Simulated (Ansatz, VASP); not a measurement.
Two plane-wave programs on Sb2Au

```
CELL_PARAMETERS angstrom
0.00000 3.43543 3.43543
3.43543 0.00000 3.43543
3.43543 3.43543 0.00000
ATOMIC_POSITIONS crystal
Sb 0.25000 0.25000 0.25000
Sb 0.75000 0.75000 0.75000
Au 0.00000 0.00000 0.00000
```

Alike in both runs: task single point; functional LDA; k mesh 6 × 6 × 6; occupations fermi-dirac, width 0.1 eV; no spin polarisation.

|  | VASP | Ansatz |
| --- | --- | --- |
| version | VASP 6.6.1 | Ansatz 0.2.0 |
| potentials or method | VASP PAW LDA potentials, release 64 (Sb, Au) | plane waves, PAW |
| plane-wave cutoff (eV) | 520 | 500 |
| valence electrons in the cell | 21 | 49 |

```csv
,VASP,Ansatz,Ansatz less VASP
pressure (GPa),-4.7,-4.9,-0.11
```

The two sets of potentials don't hold the same shells in valence.

The runs have no spin-orbit coupling, so splittings on Au, Sb are missing.
